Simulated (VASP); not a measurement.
```yaml
crystal:
  lattice:
    - [0.00000, 3.01368, 3.01368]
    - [3.01368, 0.00000, 3.01368]
    - [3.01368, 3.01368, 0.00000]
  atoms:
    - { symbol: Cu, position: [0.00000, 0.00000, 0.00000] }
    - { symbol: I, position: [0.25000, 0.25000, 0.25000] }
```

These are rev-vdW-DF2, VASP's PBE PAW potentials (set 64) (plane waves; VASP) values and carry that method's errors. Settings: 520 eV cut-off, 8×8×8 Γ-centred mesh, Gaussian smearing of 0.050 eV, potentials Cu I.

Unless said otherwise, spin-orbit coupling is left out, though it shifts the bands of the heavy elements here.

**Question.** What does the run give for the energy per atom (σ→0), band gap (on the k-mesh) with the smallest direct gap where there is one?

**Answer.** 
The band gap (on the k-mesh) is 1.11 eV and the smallest direct gap (on the k-mesh) comes out as 1.11 eV. The energy per atom (σ→0) is -0.646 eV/atom.

The compound is CuI in the zinc blende structure. It was relaxed first.
